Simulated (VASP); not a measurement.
# Adsorption sites of Cl on Hf(0001), part 2 of 2

Which site of Hf(0001) does Cl prefer, and what does it do to the work function?

VASP 6.6.1, plane waves and PAW; the level of theory is named at each step.

So far. Step 7 (Potential and states with the adsorbate, site ontop): The vacuum level lies 4.68 eV above the Fermi level at the upper face; the two faces differ by 0.41 eV, the step that the slab's dipole of 0.081 e·Å makes.

## Step 8: Relaxing the adsorbate, site bridge

The input, INCAR:

```
SYSTEM = Hf12Cl
PREC = Normal
ENCUT = 320
EDIFF = 1E-05
NELM = 120
ISMEAR = 1
SIGMA = 0.15
LREAL = Auto
ALGO = Fast
GGA = RP
NBANDS = 40
LASPH = .TRUE.
LORBIT = 11
LWAVE = .FALSE.
LCHARG = .FALSE.
KPAR = 4
IBRION = 2
NSW = 50
ISIF = 2
EDIFFG = -0.03
POTIM = 0.4
MAXMIX = 40
IDIPOL = 3
LDIPOL = .TRUE.
DIPOL = 0.5 0.5 0.509
```

The input, POSCAR:

```
Hf12Cl
1.0
    6.4392782788      0.0000000000      0.0000000000
    3.2196391394      5.5765785715      0.0000000000
    0.0000000000      0.0000000000     20.0756585627
Hf Cl
12 1
Selective dynamics
Direct
    0.0000000000      0.0000000000      0.3735867500  F F F
    0.5000000000      0.0000000000      0.3735867500  F F F
    0.0000000000      0.5000000000      0.3735867500  F F F
    0.5000000000      0.5000000000      0.3735867500  F F F
    0.8333333300      0.3333333300      0.4945573600  T T T
    0.3333333300      0.3333333300      0.4945573600  T T T
    0.8333333300      0.8333333300      0.4945573600  T T T
    0.3333333300      0.8333333300      0.4945573600  T T T
    0.0000000000      0.0000000000      0.6156673900  T T T
    0.5000000000      0.0000000000      0.6156673900  T T T
    0.0000000000      0.5000000000      0.6156673900  T T T
    0.5000000000      0.5000000000      0.6156673900  T T T
    0.2500000000      0.0000000000      0.6854035800  T T T
```

The input, KPOINTS:

```
Automatic mesh
0
Gamma
6 6 1
0 0 0
```

Potentials, in the order of the species: Hf and Cl (PBE family, release 64).

Run with:

```
> mpirun -np 4 vasp_std
```

Run time: 8.2 min. Hardware: 4 MPI ranks of Intel Xeon 6975P-C (Granite Rapids), shared host; peak memory 1.5 GiB.

The run keeps the 2 symmetry operations of its start, so it cannot find a distortion of lower symmetry.

Relaxation path (22 of 35):

```
step  energy less that of the first step (eV)  largest force (eV/Å)
   1                                   0.0000                9.2755
   3                                  -2.1192                1.3520
   4                                  -2.1215                1.4108
   6                                  -2.3708                0.5885
   7                                  -2.3720                0.6222
   9                                  -2.4365                0.3094
  11                                  -2.4559                0.1862
  12                                  -2.4665                0.2018
  14                                  -2.4886                0.1818
  16                                  -2.4991                0.2175
  17                                  -2.5000                0.2020
  19                                  -2.5200                0.2723
  20                                  -2.5300                0.2795
  22                                  -2.5892                0.2698
  24                                  -2.6096                0.2805
  25                                  -2.6251                0.1336
  27                                  -2.6425                0.1271
  29                                  -2.6517                0.0808
  30                                  -2.6524                0.0773
  32                                  -2.6548                0.0723
  33                                  -2.6557                0.0383
  35                                  -2.6563                0.0289
```

The atoms that moved most (Å):

```
atom      dx      dy      dz  length
Cl13   0.000   0.899   0.468   1.014
 Hf9  -0.079  -0.069   0.027   0.108
Hf10   0.079  -0.069   0.027   0.108
Hf11   0.000   0.070   0.031   0.076
Hf12   0.000  -0.024  -0.054   0.059
 Hf7   0.000  -0.009  -0.035   0.036
 Hf5   0.023  -0.024   0.000   0.033
 Hf6  -0.023  -0.024   0.000   0.033
```

The relaxed structure:

```xyz
13
Lattice="6.4393 0.0000 0.0000 3.2196 5.5766 0.0000 0.0000 0.0000 20.0757" Properties=species:S:1:pos:R:3
Hf    0.0000    0.0000    7.5000
Hf    3.2196    0.0000    7.5000
Hf    1.6098    2.7883    7.5000
Hf    4.8295    2.7883    7.5000
Hf    6.4620    1.8345    9.9286
Hf    3.1969    1.8345    9.9286
Hf    8.0491    4.6386    9.8935
Hf    4.8295    4.6597    9.9280
Hf   -0.0792   -0.0687   12.3866
Hf    3.2988   -0.0687   12.3866
Hf    1.6098    2.8581   12.3910
Hf    4.8295    2.7644   12.3063
Cl    1.6098    0.8993   14.2284
```

The run ended after 35 ionic steps, 2.656 eV below its first step, once the forces on the free atoms met EDIFFG = -0.03.

## Step 9: Potential and states with the adsorbate, site bridge

The input, INCAR:

```
SYSTEM = Hf12Cl
PREC = Normal
ENCUT = 320
EDIFF = 1E-06
NELM = 120
ISMEAR = 1
SIGMA = 0.15
LREAL = Auto
ALGO = Fast
GGA = RP
NBANDS = 40
LASPH = .TRUE.
LORBIT = 11
LWAVE = .FALSE.
LCHARG = .FALSE.
KPAR = 4
IDIPOL = 3
LDIPOL = .TRUE.
DIPOL = 0.5 0.5 0.511
LVHAR = .TRUE.
LVACPOTAV = .TRUE.
NEDOS = 1500
```

The input, POSCAR:

```
Hf12Cl
1.0
    6.4392782788      0.0000000000      0.0000000000
    3.2196391394      5.5765785715      0.0000000000
    0.0000000000      0.0000000000     20.0756585627
Hf Cl
12 1
Selective dynamics
Direct
    0.0000000000      0.0000000000      0.3735867500  F F F
    0.5000000000      0.0000000000      0.3735867500  F F F
    0.0000000000      0.5000000000      0.3735867500  F F F
    0.5000000000      0.5000000000      0.3735867500  F F F
    0.8390529780      0.3289638681      0.4945614185  T T T
    0.3319831439      0.3289638681      0.4945614185  T T T
    0.8341041199      0.8317917502      0.4928087224  T T T
    0.3322045874      0.8355908152      0.4945283554  T T T
    0.9938650406      0.9876806935      0.6169978599  T T T
    0.5184542658      0.9876806935      0.6169978599  T T T
    0.9937372771      0.5125254459      0.6172126621  T T T
    0.5021403397      0.4957193206      0.6129978082  T T T
    0.1693709381      0.1612581239      0.7087377841  T T T
```

KPOINTS is that of step 8.

Run with:

```
> mpirun -np 4 vasp_std
```

Elapsed: 56 s, on 4 MPI ranks; peak memory 1.3 GiB.

Zero at the Fermi level. The planar average of the electrostatic potential by height:

```
height (Å)  planar average of the electrostatic potential (eV)
         0                                                4.03
         1                                                4.20
         2                                                4.20
         3                                                4.20
         4                                                4.17
         5                                                3.94
         6                                                1.95
         7                                               -7.10
         8                                               -6.54
         9                                               -2.37
        10                                               -9.12
        11                                               -1.26
        12                                               -7.69
        13                                               -5.94
        14                                               -1.57
        15                                                2.88
        16                                                3.91
        17                                                3.95
        18                                                3.95
        19                                                3.96
```

The adsorbate has slid 0.90 Å off the bridge site, so these numbers belong to another place.

The map of layer states is cut here 0.5 eV above the Fermi level, so it leaves out the states above that.

At the end the adsorbate's closest contact with the slab is Cl-Hf at 2.68 Å, 1.95 Å to the side of the slab's atom, and its lowest atom lies 1.84 Å above the highest atom of the slab.

The vacuum level lies 3.95 eV above the Fermi level at the upper face; the two faces differ by 0.25 eV, the step that the slab's dipole of -0.049 e·Å makes.

VASP counts the dipole in electrons times Å, so a positive number points the physical dipole along −c.

The program warns that it found no field-free vacuum at its default tolerance, so these levels carry more doubt.

On this mesh the fine structure of the density of states is sampling noise, and high empty states may be cut by the number of bands.

## Step 10: Relaxing the adsorbate, site fcc

The input, INCAR:

```
SYSTEM = Hf12Cl
PREC = Normal
ENCUT = 320
EDIFF = 1E-05
NELM = 120
ISMEAR = 1
SIGMA = 0.15
LREAL = Auto
ALGO = Fast
GGA = RP
NBANDS = 40
LASPH = .TRUE.
LORBIT = 11
LWAVE = .FALSE.
LCHARG = .FALSE.
KPAR = 4
IBRION = 2
NSW = 50
ISIF = 2
EDIFFG = -0.03
POTIM = 0.4
MAXMIX = 40
IDIPOL = 3
LDIPOL = .TRUE.
DIPOL = 0.5 0.5 0.508
```

The input, POSCAR:

```
Hf12Cl
1.0
    6.4392782788      0.0000000000      0.0000000000
    3.2196391394      5.5765785715      0.0000000000
    0.0000000000      0.0000000000     20.0756585627
Hf Cl
12 1
Selective dynamics
Direct
    0.0000000000      0.0000000000      0.3735867500  F F F
    0.5000000000      0.0000000000      0.3735867500  F F F
    0.0000000000      0.5000000000      0.3735867500  F F F
    0.5000000000      0.5000000000      0.3735867500  F F F
    0.8333333300      0.3333333300      0.4945573600  T T T
    0.3333333300      0.3333333300      0.4945573600  T T T
    0.8333333300      0.8333333300      0.4945573600  T T T
    0.3333333300      0.8333333300      0.4945573600  T T T
    0.0000000000      0.0000000000      0.6156673900  T T T
    0.5000000000      0.0000000000      0.6156673900  T T T
    0.0000000000      0.5000000000      0.6156673900  T T T
    0.5000000000      0.5000000000      0.6156673900  T T T
    0.1666666700      0.1666666700      0.6729506900  T T T
```

KPOINTS is that of step 9.

Run with:

```
> mpirun -np 4 vasp_std
```

The job ended after 3.3 min (4 MPI ranks; peak memory 1.3 GiB).

The steps of the relaxation:

```csv
step,energy less that of the first step (eV),largest force (eV/Å)
1,0.0000,8.3101
2,-2.3493,1.5967
3,-2.3576,1.7054
4,-2.5863,1.3166
5,-2.7243,0.7712
6,-2.7265,0.8214
7,-2.7755,0.5056
8,-2.7993,0.3340
9,-2.8181,0.2267
10,-2.8342,0.1578
11,-2.8423,0.0820
12,-2.8447,0.0934
13,-2.8470,0.0665
14,-2.8472,0.0579
15,-2.8482,0.0159
```

The atoms that moved most (Å):

```
atom      dx      dy      dz  length
Cl13   0.000   0.000   0.721   0.721
 Hf9  -0.079  -0.046   0.033   0.097
Hf10   0.079  -0.046   0.033   0.097
Hf11   0.000   0.092   0.033   0.097
Hf12   0.000   0.000  -0.054   0.054
 Hf7   0.000   0.000  -0.033   0.033
 Hf5   0.023  -0.013   0.002   0.027
 Hf6  -0.023  -0.013   0.002   0.027
```

Final coordinates:

```xyz
13
Lattice="6.4393 0.0000 0.0000 3.2196 5.5766 0.0000 0.0000 0.0000 20.0757" Properties=species:S:1:pos:R:3
Hf    0.0000    0.0000    7.5000
Hf    3.2196    0.0000    7.5000
Hf    1.6098    2.7883    7.5000
Hf    4.8295    2.7883    7.5000
Hf    6.4625    1.8454    9.9305
Hf    3.1964    1.8454    9.9305
Hf    8.0491    4.6471    9.8955
Hf    4.8295    4.6740    9.9305
Hf   -0.0794   -0.0458   12.3926
Hf    3.2990   -0.0458   12.3926
Hf    1.6098    2.8799   12.3926
Hf    4.8295    2.7883   12.3059
Cl    1.6098    0.9294   14.2314
```

The run ended after 15 ionic steps, 2.848 eV below its first step, once the forces on the free atoms met EDIFFG = -0.03.

## Step 11: Potential and states with the adsorbate, site fcc

The input, INCAR:

```
SYSTEM = Hf12Cl
PREC = Normal
ENCUT = 320
EDIFF = 1E-06
NELM = 120
ISMEAR = 1
SIGMA = 0.15
LREAL = Auto
ALGO = Fast
GGA = RP
NBANDS = 40
LASPH = .TRUE.
LORBIT = 11
LWAVE = .FALSE.
LCHARG = .FALSE.
KPAR = 4
IDIPOL = 3
LDIPOL = .TRUE.
DIPOL = 0.5 0.5 0.511
LVHAR = .TRUE.
LVACPOTAV = .TRUE.
NEDOS = 1500
```

The input, POSCAR:

```
Hf12Cl
1.0
    6.4392782788      0.0000000000      0.0000000000
    3.2196391394      5.5765785715      0.0000000000
    0.0000000000      0.0000000000     20.0756585627
Hf Cl
12 1
Selective dynamics
Direct
    0.0000000000      0.0000000000      0.3735867500  F F F
    0.5000000000      0.0000000000      0.3735867500  F F F
    0.0000000000      0.5000000000      0.3735867500  F F F
    0.5000000000      0.5000000000      0.3735867500  F F F
    0.8381481477      0.3309259212      0.4946535557  T T T
    0.3309259212      0.3309259212      0.4946535557  T T T
    0.8333333300      0.8333333300      0.4929096685  T T T
    0.3309259212      0.8381481477      0.4946535557  T T T
    0.9917821950      0.9917821950      0.6172946356  T T T
    0.5164356101      0.9917821950      0.6172946356  T T T
    0.9917821950      0.5164356101      0.6172946356  T T T
    0.5000000000      0.5000000000      0.6129780108  T T T
    0.1666666700      0.1666666700      0.7088867213  T T T
```

KPOINTS is that of step 10.

Run with:

```
> mpirun -np 4 vasp_std
```

Elapsed: 36 s, on 4 MPI ranks; peak memory 1.1 GiB.

The map of layer states is cut here 0.5 eV above the Fermi level, so it leaves out the states above that.

At the end the adsorbate's closest contact with the slab is Cl-Hf at 2.68 Å, 1.95 Å to the side of the slab's atom, and its lowest atom lies 1.84 Å above the highest atom of the slab.

The vacuum level lies 3.95 eV above the Fermi level at the upper face; the two faces differ by 0.25 eV, the step that the slab's dipole of -0.049 e·Å makes.

VASP counts the dipole in electrons times Å, so a positive number points the physical dipole along −c.

The program warns that it found no field-free vacuum at its default tolerance, so these levels carry more doubt.

On this mesh the fine structure of the density of states is sampling noise, and high empty states may be cut by the number of bands.

## Step 12: Relaxing the adsorbate, site hcp

The input, INCAR:

```
SYSTEM = Hf12Cl
PREC = Normal
ENCUT = 320
EDIFF = 1E-05
NELM = 120
ISMEAR = 1
SIGMA = 0.15
LREAL = Auto
ALGO = Fast
GGA = RP
NBANDS = 40
LASPH = .TRUE.
LORBIT = 11
LWAVE = .FALSE.
LCHARG = .FALSE.
KPAR = 4
IBRION = 2
NSW = 50
ISIF = 2
EDIFFG = -0.03
POTIM = 0.4
MAXMIX = 40
IDIPOL = 3
LDIPOL = .TRUE.
DIPOL = 0.5 0.5 0.508
```

The input, POSCAR:

```
Hf12Cl
1.0
    6.4392782788      0.0000000000      0.0000000000
    3.2196391394      5.5765785715      0.0000000000
    0.0000000000      0.0000000000     20.0756585627
Hf Cl
12 1
Selective dynamics
Direct
    0.0000000000      0.0000000000      0.3735867500  F F F
    0.5000000000      0.0000000000      0.3735867500  F F F
    0.0000000000      0.5000000000      0.3735867500  F F F
    0.5000000000      0.5000000000      0.3735867500  F F F
    0.8333333300      0.3333333300      0.4945573600  T T T
    0.3333333300      0.3333333300      0.4945573600  T T T
    0.8333333300      0.8333333300      0.4945573600  T T T
    0.3333333300      0.8333333300      0.4945573600  T T T
    0.0000000000      0.0000000000      0.6156673900  T T T
    0.5000000000      0.0000000000      0.6156673900  T T T
    0.0000000000      0.5000000000      0.6156673900  T T T
    0.5000000000      0.5000000000      0.6156673900  T T T
    0.3333333300      0.3333333300      0.6729506900  T T T
```

KPOINTS is that of step 11.

Run with:

```
> mpirun -np 4 vasp_std
```

It took 3.3 min on 4 MPI ranks; peak memory 1.3 GiB; 13 min of CPU time.

Step by step:

```
step  energy less that of the first step (eV)  largest force (eV/Å)
   1                                   0.0000                9.6268
   2                                  -2.7700                1.3241
   3                                  -2.7704                1.2566
   4                                  -2.9636                1.0677
   5                                  -3.1467                0.6185
   6                                  -3.1501                0.5558
   7                                  -3.2256                0.4777
   8                                  -3.2882                0.2646
   9                                  -3.2886                0.2771
  10                                  -3.3104                0.1349
  11                                  -3.3141                0.2138
  12                                  -3.3213                0.1147
  13                                  -3.3256                0.1044
  14                                  -3.3259                0.1186
  15                                  -3.3285                0.0289
```

The atoms that moved most (Å):

```csv
atom,dx,dy,dz,length
Cl13,0.000,0.000,0.812,0.812
Hf9,0.000,0.000,-0.131,0.131
Hf12,0.042,0.024,0.056,0.074
Hf11,-0.042,0.024,0.056,0.074
Hf10,0.000,-0.049,0.056,0.074
Hf6,0.000,0.000,0.058,0.058
Hf7,-0.014,-0.008,-0.045,0.048
Hf8,0.014,-0.008,-0.045,0.048
```

The relaxed structure:

```xyz
13
Lattice="6.4393 0.0000 0.0000 3.2196 5.5766 0.0000 0.0000 0.0000 20.0757" Properties=species:S:1:pos:R:3
Hf    0.0000    0.0000    7.5000
Hf    3.2196    0.0000    7.5000
Hf    1.6098    2.7883    7.5000
Hf    4.8295    2.7883    7.5000
Hf    6.4393    1.8748    9.8838
Hf    3.2196    1.8589    9.9867
Hf    8.0353    4.6392    9.8838
Hf    4.8433    4.6392    9.8838
Hf    0.0000    0.0000   12.2289
Hf    3.2196   -0.0486   12.4162
Hf    1.5677    2.8126   12.4162
Hf    4.8716    2.8126   12.4162
Cl    3.2196    1.8589   14.3217
```

The run ended after 15 ionic steps, 3.328 eV below its first step, once the forces on the free atoms met EDIFFG = -0.03.

## Step 13: Potential and states with the adsorbate, site hcp

The input, INCAR:

```
SYSTEM = Hf12Cl
PREC = Normal
ENCUT = 320
EDIFF = 1E-06
NELM = 120
ISMEAR = 1
SIGMA = 0.15
LREAL = Auto
ALGO = Fast
GGA = RP
NBANDS = 40
LASPH = .TRUE.
LORBIT = 11
LWAVE = .FALSE.
LCHARG = .FALSE.
KPAR = 4
IDIPOL = 3
LDIPOL = .TRUE.
DIPOL = 0.5 0.5 0.511
LVHAR = .TRUE.
LVACPOTAV = .TRUE.
NEDOS = 1500
```

The input, POSCAR:

```
Hf12Cl
1.0
    6.4392782788      0.0000000000      0.0000000000
    3.2196391394      5.5765785715      0.0000000000
    0.0000000000      0.0000000000     20.0756585627
Hf Cl
12 1
Selective dynamics
Direct
    0.0000000000      0.0000000000      0.3735867500  F F F
    0.5000000000      0.0000000000      0.3735867500  F F F
    0.0000000000      0.5000000000      0.3735867500  F F F
    0.5000000000      0.5000000000      0.3735867500  F F F
    0.8319043302      0.3361913296      0.4923256791  T T T
    0.3333333300      0.3333333300      0.4974524160  T T T
    0.8319043302      0.8319043302      0.4923256791  T T T
    0.3361913296      0.8319043302      0.4923256791  T T T
    0.0000000000      0.0000000000      0.6091384980  T T T
    0.5043600973      0.9912798054      0.6184681744  T T T
    0.9912798054      0.5043600973      0.6184681744  T T T
    0.5043600973      0.5043600973      0.6184681744  T T T
    0.3333333300      0.3333333300      0.7133842715  T T T
```

KPOINTS is that of step 12.

Run with:

```
> mpirun -np 4 vasp_std
```

The job ended after 34 s (4 MPI ranks; peak memory 1.1 GiB).

The map of layer states is cut here 0.5 eV above the Fermi level, so it leaves out the states above that.

At the end the adsorbate's closest contact with the slab is Cl-Hf at 2.70 Å, 1.91 Å to the side of the slab's atom, and its lowest atom lies 1.91 Å above the highest atom of the slab.

The vacuum level lies 3.96 eV above the Fermi level at the upper face; the two faces differ by 0.26 eV, the step that the slab's dipole of -0.051 e·Å makes.

VASP counts the dipole in electrons times Å, so a positive number points the physical dipole along −c.

The program warns that it found no field-free vacuum at its default tolerance, so these levels carry more doubt.

On this mesh the fine structure of the density of states is sampling noise, and high empty states may be cut by the number of bands.

## Step 14: The sites side by side

This step: adsorption sites, RPBE; plane waves and PAW (VASP 6.6.1).

Derived from the runs above.

The site's symmetry is kept, so a site may be a saddle point. All sites:

```
  site  adsorption energy (eV)  height over the top layer (Å)  shortest distance to the metal (Å)  bond in the molecule (Å)  change of the work function (eV)  sideways move (Å)
 ontop                  -2.761                          2.645                               2.372                         -                            0.5545                  0
bridge                  -3.381                          1.861                                2.68                         -                           -0.1673                0.9
   fcc                  -3.382                           1.86                               2.681                         -                           -0.1681                  0
   hcp                  -3.236                          1.952                               2.696                         -                           -0.1562                  0
```

Each adsorption energy is the energy with the adsorbate less the clean slab (-106.748 eV) and the reference (-1.687 eV, half of Cl2).

## Step 15: Summary of results

```yaml
ontop_start: -2.76 eV
bridge_start_slid_off: -3.38 eV
fcc_start: -3.38 eV
hcp_start: -3.24 eV
```

What this shows: Among the starts that kept their site, Cl is lowest at the fcc site of Hf(0001), at -3.38 eV against half of Cl2; hcp lies 0.15 eV higher and ontop lies 0.62 eV higher. The bridge start slid 0.90 Å sideways and ended at -3.38 eV, so that site is no minimum and its row belongs to another place. At that site the work function falls by 0.17 eV from 4.12 eV. The bare lower face moves by +0.08 eV too, a measure of how thin the slab is. The clean slab ran with reciprocal-space projectors and the cells with the adsorbate with LREAL = Auto, which leaves a small offset in these differences. Symmetry was kept, so any start that stayed on its site may sit on a saddle point. The slab is thin, and zero-point and thermal parts are left out.

[Lines on the potential files, build, host, timing and source positions are cut from VASP's logs without a mark.]

[Logs are printed without paths, hosts, clocks, repeated set-up lines and the standing remarks that a program may print on its own settings, such as how far it seeks lower states.]

[Hosts, paths, dates, database ids (printed as entryN), source tags and the programs' standing remarks are cut or masked in the printed files.]

[Runs that stopped without an error message from VASP are left out.]
